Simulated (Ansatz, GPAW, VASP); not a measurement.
Code comparison for LaCu2Ge2 (I4/mmm, 5 atoms in the cell)

Self-consistent single point, at a second geometry (lattice scaled by 0.98). First geometry:

```yaml
crystal:
  lattice:
    - [-2.11040, 2.11040, 5.06618]
    - [2.11040, -2.11040, 5.06618]
    - [2.11040, 2.11040, -5.06618]
  atoms:
    - { symbol: La, position: [0.00000, 0.00000, 0.00000] }
    - { symbol: Cu, position: [0.25000, 0.75000, 0.50000] }
    - { symbol: Cu, position: [0.75000, 0.25000, 0.50000] }
    - { symbol: Ge, position: [0.62606, 0.62606, 0.00000] }
    - { symbol: Ge, position: [0.37394, 0.37394, 0.00000] }
```

Shared settings, as Ansatz (a first-principles code) writes them: kpoints.mp_grid.grid = 7 7 7; scf.occupations.method = gaussian; scf.occupations.width = 0.0037 Ry. Potentials and cutoffs stand in the table.

```json
[
 {"code": "GPAW", "model": "LDA (Perdew-Wang 92), GPAW PAW datasets LDA (gpaw-data 1.0.1)", "ΔF from the first geometry (meV/atom)": "-14.6", "pressure (GPa)": "0.87", "largest force (eV/Å)": "0.012", "cutoff": "800 eV"},
 {"code": "VASP", "model": "LDA (PZ), VASP's LDA PAW potentials (set 64)", "ΔF from the first geometry (meV/atom)": "-15.4", "pressure (GPa)": "-0.69", "largest force (eV/Å)": "0.006", "cutoff": "300 eV"},
 {"code": "Ansatz", "model": "LDA (PW92), PAW files made with PBE", "ΔF from the first geometry (meV/atom)": "-17.9", "pressure (GPa)": "0.54", "largest force (eV/Å)": "0.038", "cutoff": "30.9 Ry"}
]
```

For VASP (by 1.6 GPa) the energy change implies a higher mean pressure, against the two pressures, than for the other programs: a sign of finite-basis (Pulay) stress.

On Ansatz's run: spin polarisation is off.

The spread over the programs that give each value: ΔF from the first geometry within 3.3 meV/atom; pressure within 1.56 GPa; largest force within 0.032 eV/Å.

Ansatz's pressure is given at a fixed set of plane waves, as the other plane-wave codes print theirs; with its correction for the finite basis it is 0.60 GPa. The same LDA comes in different parametrisations, which differ slightly. In the pressure, VASP (by 1.24) lies more than 1 GPa from the median of the plane-wave programs.

VASP's run is marked for a possible Pulay error in its stress at this cutoff; no cutoff test was made.

The starting cell comes from a database of computed structures (which also holds hypothetical and non-ambient phases and stackings), without a prior relaxation at this level. For this run, on top of that: lattice scaled by 0.98.

Left out of this page: Quantum ESPRESSO, Elk and FLEUR (not drawn, or without a comparable value).

Keys are those of Ansatz 0.2.
